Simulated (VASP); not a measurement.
Elastic constants (GPa) of a crystal from LDA (Ceperley-Alder, Perdew-Zunger), VASP's LDA PAW potentials (set 64) (VASP):

```
      xx    yy    zz    yz    xz    xy
--  ----  ----  ----  ----  ----  ----
xx  97.8  28.4  25.7  -9.8   0.0   0.0
yy  28.4  97.8  25.7   9.8   0.0   0.0
zz  25.7  25.7  70.5   0.0   0.0   0.0
yz  -9.8   9.8   0.0  28.1   0.0   0.0
xz   0.0   0.0   0.0   0.0  28.1  -9.8
xy   0.0   0.0   0.0   0.0  -9.8  34.7
```

Finite-difference elastic constants of metals are sensitive to mesh and smearing; shear constants can be off by tens of GPa.

Problem. Work out the Voigt, Reuss and Hill moduli, Young's modulus and Poisson's ratio.

Solution. All eigenvalues are positive (smallest 21.1 GPa), so the crystal is stable. K_V = (C11+C22+C33+2(C12+C13+C23))/9 = (266.1 + 2×79.8)/9 = 47.3 GPa; G_V = (266.1 − 79.8 + 3×90.9)/15 = 30.6 GPa. From the compliances, K_R = 46.1 GPa and G_R = 27.7 GPa. Hill: K = 46.7 GPa, G = 29.2 GPa, E = 9KG/(3K+G) = 72.4 GPa, ν = (3K−2G)/(2(3K+G)) = 0.242. K/G = 1.60, below Pugh's 1.75; universal anisotropy A^U = 0.54.

Problem. With a density of 6.85 g/cm³, what are the mean sound speeds?

Solution. v_l = √((K+4G/3)/ρ) = 3.53 km/s and v_t = √(G/ρ) = 2.06 km/s. The crystal is TiTe₂ (space group P-3m1), trigonal.

The structure comes from a computed database's TiTe2 entry (P-3m1); how it stands against other phases isn't given here. It was relaxed first, which changed the volume by -14 %.
